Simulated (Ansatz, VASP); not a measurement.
# Cu4C3 (Cu/graphene/Cu): VASP beside Ansatz

Aim: how closely do two programs agree when they are given the same cell, functional and k mesh? The structure shown is the end of the VASP relaxation below.

Method: plane waves, with VASP 6.6.1 beside it; single point at PBE, in Ansatz 0.2.0.

### 1. The starting structure

The cell holds 14 atoms: 8 Cu and 6 C. Cell: a = 2.460 Å, b = 2.460 Å, c = 41.441 Å, α = 90.0°, β = 90.0°, γ = 120.0°. It derives from  (Cu/graphene/Cu). Vacuum lies along c.

As a file:

```
Cu C
1.0
     2.46000    0.00000    0.00000
    -1.23000    2.13042    0.00000
     0.00000    0.00000   41.44093
Cu C
8 6
Cartesian
  0.0000 0.0000 7.3646
  0.0000 1.4203 9.5089
  1.2300 0.7101 11.6407
  0.0000 0.0000 13.7801
  0.0000 0.0000 27.6752
  0.0000 1.4203 29.8160
  1.2300 0.7101 31.9485
  0.0000 0.0000 34.0929
  0.0000 0.0000 17.2293
  0.0000 1.4203 17.2292
  0.0000 0.0000 20.6984
  1.2300 0.7101 20.6995
  0.0000 0.0000 24.2014
  0.0000 1.4203 24.2018
```

### 2. VASP: relaxation, PBE

This run makes the geometry at which the two programs are then compared.

Lines of VASP's logs that name or quote its potential files are left out, and so is its time.

Contents of INCAR:

```
SYSTEM = Cu4C3
PREC = Normal
ENCUT = 400
EDIFF = 1E-05
NELM = 120
ISMEAR = -1
SIGMA = 0.1
LREAL = Auto
ALGO = Fast
GGA = PE
NBANDS = 70
LASPH = .TRUE.
LORBIT = 11
LWAVE = .FALSE.
LCHARG = .FALSE.
KPAR = 4
IBRION = 2
NSW = 60
ISIF = 2
EDIFFG = -0.03
POTIM = 0.25
MAXMIX = 40
IDIPOL = 3
LDIPOL = .TRUE.
DIPOL = 0.5 0.5 0.5
```

Contents of POSCAR:

```
Cu4C3
1.0
    2.4600000000      0.0000000000      0.0000000000
   -1.2300000000      2.1304224933      0.0000000000
    0.0000000000      0.0000000000     41.4409283929
Cu C
8 6
Direct
    0.0000000000      0.0000000000      0.1796962061
    0.3333333300      0.6666666700      0.2308056863
    0.6666666700      0.3333333300      0.2828833463
    0.0000000000      0.0000000000      0.3344372849
    0.0000000000      0.0000000000      0.6655748203
    0.3333333300      0.6666666700      0.7177161229
    0.6666666700      0.3333333300      0.7693168541
    0.0000000000      0.0000000000      0.8206023427
    0.0000000000      0.0000000000      0.4147878176
    0.3333333300      0.6666666700      0.4148003901
    0.0000000000      0.0000000000      0.4995539182
    0.6666666700      0.3333333300      0.4994785128
    0.0000000000      0.0000000000      0.5853026044
    0.3333333300      0.6666666700      0.5850440930
```

Contents of KPOINTS:

```
Automatic mesh
0
Gamma
12 12 1
0 0 0
```

Potentials, in the order of the species: Cu and C (PBE family, release 64).

Command:

```console
$ mpirun -np 4 vasp_std
```

Numbers of over 12 decimals in the logs are rounded to 6 here.

Output:

```text
[banner, memory and clock lines left out]
running    4 mpi-ranks, on    1 nodes
 distrk:  each k-point on    1 cores,    4 groups
 distr:  one band on    1 cores,    1 groups

 POSCAR found type information on POSCAR CuC
 POSCAR found :  2 types and      14 ions
 LDA part: xc-table for (Slater+PW92), standard interpolation
 POSCAR, INCAR and KPOINTS ok, starting setup
 FFT: planning ... GRIDC
 FFT: planning ... GRID_SOFT
 FFT: planning ... GRID
 WAVECAR not read
 entering main loop
       N       E                     dE             d eps       ncg     rms          rms(c)
DAV:   1     0.112724508054E+04    0.11272E+04   -0.41442E+04  2700   0.187E+03
DAV:   2     0.121862616638E+03   -0.10054E+04   -0.93774E+03  2730   0.453E+02
DAV:   3    -0.766652988902E+02   -0.19853E+03   -0.18124E+03  3630   0.236E+02
DAV:   4    -0.968634739069E+02   -0.20198E+02   -0.19340E+02  3680   0.775E+01
DAV:   5    -0.975854502810E+02   -0.72198E+00   -0.71501E+00  4210   0.152E+01    0.306E+01
RMM:   6    -0.313374193920E+03   -0.21579E+03   -0.20441E+02  2968   0.125E+02    0.408E+01
RMM:   7    -0.209167880095E+03    0.10421E+03   -0.90044E+01  3117   0.580E+01    0.756E+01
RMM:   8    -0.427316690607E+03   -0.21815E+03   -0.73948E+01  3666   0.394E+01    0.108E+02
RMM:   9    -0.146404894159E+03    0.28091E+03   -0.16149E+01  3152   0.176E+01    0.644E+01
RMM:  10    -0.180787576589E+03   -0.34383E+02   -0.26491E+01  3226   0.285E+01    0.908E+01
RMM:  11    -0.146142379227E+03    0.34645E+02   -0.17856E+01  3081   0.245E+01    0.798E+01
RMM:  12    -0.100611829231E+03    0.45531E+02   -0.15891E+01  2992   0.244E+01    0.224E+01
RMM:  13    -0.950530750145E+02    0.55588E+01   -0.64683E+00  2791   0.220E+01    0.174E+01
RMM:  14    -0.910532858311E+02    0.39998E+01   -0.98996E-01  2807   0.580E+00    0.152E+01
[...]
RMM:  30    -0.831911258640E+02    0.16248E-02   -0.87751E-04  2769   0.142E-01    0.325E-01
RMM:  31    -0.831905863190E+02    0.53954E-03   -0.30540E-04  2658   0.681E-02    0.291E-01
RMM:  32    -0.831896644409E+02    0.92188E-03   -0.29492E-04  2716   0.101E-01    0.208E-01
RMM:  33    -0.831891973685E+02    0.46707E-03   -0.32977E-04  2920   0.957E-02    0.133E-01
RMM:  34    -0.831889616698E+02    0.23570E-03   -0.25548E-04  2912   0.869E-02    0.708E-02
RMM:  35    -0.831889239056E+02    0.37764E-04   -0.51372E-05  2152   0.367E-02    0.491E-02
RMM:  36    -0.831889065271E+02    0.17379E-04   -0.22598E-05  1702   0.247E-02    0.358E-02
RMM:  37    -0.831888999959E+02    0.65311E-05   -0.18616E-05  1651   0.313E-02
   1 F= -.83188900E+02 E0= -.83138982E+02  d E =-.831889E+02
[... from here on, the cycles between the ionic steps are left out ...]
   2 F= -.83191974E+02 E0= -.83141993E+02  d E =-.307429E-02
  34 F= -.83192931E+02 E0= -.83142781E+02  d E =0.797559E-02
  35 F= -.83200640E+02 E0= -.83150492E+02  d E =0.265906E-03
  36 F= -.83201333E+02 E0= -.83151189E+02  d E =-.426527E-03
  37 F= -.83201503E+02 E0= -.83151360E+02  d E =-.597240E-03
  38 F= -.83201600E+02 E0= -.83151459E+02  d E =-.694080E-03
  39 F= -.83202940E+02 E0= -.83152741E+02  d E =-.133974E-02
  40 F= -.83205321E+02 E0= -.83155143E+02  d E =-.372090E-02
  41 F= -.83206372E+02 E0= -.83156142E+02  d E =-.105052E-02
  42 F= -.83206486E+02 E0= -.83156236E+02  d E =-.116526E-02
 curvature:  -1.44 expect dE=-0.127E-03 dE for cont linesearch -0.625E-04
 ZBRENT: increasing intervall
 opt :   3.9940  next Energy=   -83.206653 (dE=-0.133E-02)
 bond charge predicted
       N       E                     dE             d eps       ncg     rms          rms(c)
DAV:   1    -0.832065275802E+02   -0.45247E-04   -0.12368E-01  2866   0.126E+00    0.311E-02
RMM:   2    -0.832066590493E+02   -0.13147E-03   -0.13356E-03  2532   0.299E-01    0.354E-02
RMM:   3    -0.832067108026E+02   -0.51753E-04   -0.63876E-04  2728   0.134E-01    0.171E-02
RMM:   4    -0.832067207557E+02   -0.99531E-05   -0.10511E-04  2366   0.567E-02    0.155E-02
RMM:   5    -0.832067247159E+02   -0.39602E-05   -0.67355E-06  1482   0.160E-02
  43 F= -.83206725E+02 E0= -.83156443E+02  d E =-.140363E-02
 curvature:  -3.85 expect dE=-0.259E-03 dE for cont linesearch -0.719E-04
 trial: gam=-0.10026 g(F)=  0.671E-04 g(S)=  0.000E+00 ort = 0.113E-03 (trialstep = 0.263E+01)
 search vector abs. value=  0.513E-04
 reached required accuracy - stopping structural energy minimisation
```

From OUTCAR (step 2):

```text
ion  position               nearest neighbor table
   1  0.000  0.000  0.180-   2 2.55   2 2.55   2 2.55
   2  0.333  0.667  0.231-   1 2.55   1 2.55   1 2.55   3 2.58   3 2.58   3 2.58
   3  0.667  0.333  0.283-   4 2.57   4 2.57   4 2.57   2 2.58   2 2.58   2 2.58
   4  0.000  0.000  0.334-   3 2.57   3 2.57   3 2.57
   5  0.000  0.000  0.666-   6 2.59   6 2.59   6 2.59
   6  0.333  0.667  0.718-   7 2.57   7 2.57   7 2.57   5 2.59   5 2.59   5 2.59
   7  0.667  0.333  0.769-   8 2.56   8 2.56   8 2.56   6 2.57   6 2.57   6 2.57
   8  0.000  0.000  0.821-   7 2.56   7 2.56   7 2.56
   9  0.000  0.000  0.415-  10 1.42  10 1.42  10 1.42
  10  0.333  0.667  0.415-   9 1.42   9 1.42   9 1.42
  11  0.000  0.000  0.500-  12 1.42  12 1.42  12 1.42
  12  0.667  0.333  0.499-  11 1.42  11 1.42  11 1.42
  13  0.000  0.000  0.585-  14 1.42  14 1.42  14 1.42
  14  0.333  0.667  0.585-  13 1.42  13 1.42  13 1.42

  LATTYP: Found a hexagonal cell.
 ALAT       =     2.4600000000
 C/A-ratio  =    16.8459058508

 Subroutine GETGRP returns: Found  6 space group operations
 (whereof  6 operations were pure point group operations)

The static configuration has the point symmetry C_3v.

 Found     19 irreducible k-points:

   k-points           NKPTS =     19   k-points in BZ     NKDIM =     19   number of bands    NBANDS=     70

   dimension x,y,z NGX =    12 NGY =   12 NGZ =  210
   dimension x,y,z NGXF=    24 NGYF=   24 NGZF=  420

   ENCUT  =  400.0 eV  29.40 Ry    5.42 a.u.   4.01  4.01 67.58*2*pi/ulx,y,z

   NELECT =     112.0000    total number of electrons

 k-points in reciprocal lattice and weights: Automatic mesh
   0.00000000  0.00000000  0.00000000       0.007
   0.08333333 -0.00000000  0.00000000       0.042
   0.16666667 -0.00000000  0.00000000       0.042
   0.25000000 -0.00000000  0.00000000       0.042
   0.33333333 -0.00000000  0.00000000       0.042
   0.41666667 -0.00000000  0.00000000       0.042
   0.50000000 -0.00000000  0.00000000       0.021
   0.08333333  0.08333333  0.00000000       0.042
   0.16666667  0.08333333  0.00000000       0.083
[...]
0.33333333  0.25000000  0.00000000       0.083
   0.33333333  0.33333333  0.00000000       0.014

 dipolmoment           0.000000      0.000000      0.000020 electrons x Angstroem

 average (electrostatic) potential at core
       1 -68.2744       2 -68.5294       3 -68.5319       4 -68.2975       5 -68.2963
       6 -68.5327       7 -68.5298       8 -68.2749       9 -52.5098      10 -52.5037
      11 -52.4940      12 -52.4716      13 -52.5052      14 -52.5006

 E-fermi :   2.9553

 k-point     1 :       0.0000    0.0000    0.0000
  band No.  band energies     occupation
    ...
     58       1.2069      2.00000
     59       1.4862      2.00000
     60       1.4947      2.00000
     61       2.3159      1.99666
     62       2.3284      1.99622
     63       7.1329      0.00000
     64       7.2804      0.00000
     65       7.6160      0.00000
     66       8.2487      0.00000
     67       8.4015      0.00000
    ...

 k-point     2 :       0.0833   -0.0000    0.0000
  band No.  band energies     occupation
    ...
     58       1.2058      2.00000
     59       1.9671      1.99990
     60       1.9736      1.99989
     61       2.9403      1.07492
     62       2.9508      1.02274
     63       7.3202      0.00000
     64       7.4626      0.00000
     65       7.8191      0.00000
     66       8.4473      0.00000
     67       8.5899      0.00000
    ...

 k-point     3 :       0.1667   -0.0000    0.0000
  band No.  band energies     occupation
    ...
     56       1.2022      2.00000
     57       1.2847      2.00000
     58       1.2868      2.00000
     59       2.7025      1.85215
     60       2.7088      1.84342
     61       4.1510      0.00001
     62       4.1614      0.00001
     63       7.8745      0.00000
     64       8.0080      0.00000
     65       8.4430      0.00000
    ...

  Total        6.6671665      6.6671665      0.2146883      0.0000000      0.0000000      0.0000000
  in kB       49.1837415     49.1837415      1.5837576      0.0000000      0.0000000      0.0000000
  external PRESSURE =      33.3170802 kB  Pullay stress =       0.0000000 kB

  energy-cutoff  :      400.00
  volume of cell :      217.19
      direct lattice vectors                 reciprocal lattice vectors
     2.460000000  0.000000000  0.000000000     0.406504065  0.234695231  0.000000000
    -1.230000000  2.130422493  0.000000000     0.000000000  0.469390463  0.000000000
     0.000000000  0.000000000 41.440928393     0.000000000  0.000000000  0.024130734

 POSITION                                       TOTAL-FORCE (eV/Angst)
 -----------------------------------------------------------------------------------
      0.00000      0.00000      7.36461        -0.000000      0.000000     -0.021798
     -0.00000      1.42028      9.50890        -0.000000      0.000000     -0.017094
      1.23000      0.71014     11.64066        -0.000000      0.000000     -0.000890
      0.00000      0.00000     13.78013        -0.000000      0.000000     -0.005993
      0.00000      0.00000     27.67522        -0.000000      0.000000      0.014370
     -0.00000      1.42028     29.81598        -0.000000     -0.000000     -0.001036
      1.23000      0.71014     31.94852        -0.000000      0.000000      0.016780
      0.00000      0.00000     34.09287        -0.000000     -0.000000      0.026052
     -1.23000      2.13042     17.22929         0.000000     -0.000000     -0.007451
     -0.00000      1.42028     17.22923         0.000000      0.000000     -0.009940
      0.00000      0.00000     20.69839        -0.000000      0.000000      0.017711
      1.23000      0.71014     20.69949         0.000000      0.000000     -0.017593
     -1.23000      2.13042     24.20144        -0.000000      0.000000      0.005560
     -0.00000      1.42028     24.20177         0.000000     -0.000000      0.001324
 -----------------------------------------------------------------------------------
    total drift:                                0.000006      0.000005     -0.012459

  FREE ENERGIE OF THE ION-ELECTRON SYSTEM (eV)
  ---------------------------------------------------
  free  energy   TOTEN  =       -83.2067247159 eV

  energy  without entropy=      -83.1061616394  energy(sigma->0) =      -83.15644318

 reached required accuracy - stopping structural energy minimisation

 vacuum level on the upper side and lower side of the slab         7.734         7.731

 total charge
# of ion       s       p       d       tot
------------------------------------------
    1        0.475   0.335   9.183   9.993
    2        0.464   0.419   9.182  10.065
    3        0.465   0.420   9.182  10.067
    4        0.476   0.338   9.184   9.998
    5        0.476   0.338   9.184   9.998
    6        0.464   0.420   9.182  10.066
    7        0.464   0.419   9.182  10.065
    8        0.475   0.335   9.183   9.993
    9        0.869   1.795   0.000   2.664
   10        0.868   1.796   0.000   2.664
   11        0.868   1.796   0.000   2.664
   12        0.868   1.799   0.000   2.666
   13        0.868   1.796   0.000   2.664
   14        0.868   1.796   0.000   2.664
--------------------------------------------------
tot          8.968  13.802  73.462  96.232

[... 3 further parts left out ...]
```

CONTCAR:

```
Cu4C3
   1.00000000000000
     2.4600000000000000    0.0000000000000000    0.0000000000000000
    -1.2300000000000000    2.1304224933000002    0.0000000000000000
     0.0000000000000000    0.0000000000000000   41.4409283928999983
  Cu              C
     8     6
Direct
     0.0000000000000000    0.0000000000000000    0.1777133270451638
     0.3333333300000021    0.6666666699999979    0.2294567361183736
     0.6666666699999979    0.3333333300000021    0.2808976032163530
     0.0000000000000000    0.0000000000000000    0.3325246989225235
     0.0000000000000000    0.0000000000000000    0.6678232990799535
     0.3333333300000021    0.6666666699999979    0.7194815866862565
     0.6666666699999979    0.3333333300000021    0.7709412672173978
     0.0000000000000000    0.0000000000000000    0.8226859356831360
     0.0000000000000000    1.0000000000000000    0.4157552918773182
     0.3333333300000021    0.6666666699999979    0.4157540777119627
     0.0000000000000000    0.0000000000000000    0.4994673262376647
     0.6666666699999979    0.3333333300000021    0.4994938506894906
     0.0000000000000000    1.0000000000000000    0.5839984171943027
     0.3333333300000021    0.6666666699999979    0.5840065820200983
```

The run keeps the 6 symmetry operations of its start, so it cannot find a distortion of lower symmetry.

[end of part 1 of 2]

[Lines on the potential files, build, host, timing and source positions are cut from VASP's logs without a mark.]

[Logs are printed without paths, hosts, clocks, repeated set-up lines and the standing remarks that a program may print on its own settings, such as how far it seeks lower states.]

[Hosts, paths, dates, database ids (printed as entryN), source tags and the programs' standing remarks are cut or masked in the printed files.]
